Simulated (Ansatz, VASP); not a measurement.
## One calculation of Rb3SrCl, two programs

```
CELL_PARAMETERS angstrom
3.99357 2.30569 3.39858
-3.99357 2.30569 3.39858
0.00000 -4.61138 3.39858
ATOMIC_POSITIONS crystal
Rb 0.55432 0.44568 0.00000
Rb 0.00000 0.55432 0.44568
Rb 0.44568 0.00000 0.55432
Sr 0.00000 0.00000 0.00000
Cl 0.50000 0.50000 0.50000
```

Alike in both runs: task single point; functional PBE; k mesh 3 × 3 × 3; occupations gaussian, width 0.1 eV; no spin polarisation.

|  | VASP | Ansatz |
| --- | --- | --- |
| version | VASP 6.6.1 | Ansatz 0.2.0 |
| potentials or method | VASP PAW PBE potentials, release 64 (Rb_sv, Sr_sv, Cl) | scalar-relativistic, plane waves, PAW |
| plane-wave cutoff (eV) | 520 | 420 |
| valence electrons in the cell | 44 | 44 |

|  | VASP | Ansatz | Ansatz less VASP |
| --- | --- | --- | --- |
| gap on the k mesh at the Fermi level (eV) | none | none | - |
| pressure (GPa) | 8.3 | 8.3 | -0.05 |
| largest component of the traceless stress (GPa) | 0.34 | 0.34 | 0.000 |
| rms of the force components (eV/Å) | 0.132 | 0.132 | +0.0005 |

Atom by atom the forces differ by 0.001 eV/Å (rms over components). A gap of «none» marks a metal or a gap that the smearing closes.

Caveats: the k mesh is coarse (spacing up to 0.37 Å⁻¹), so the values aren't converged.
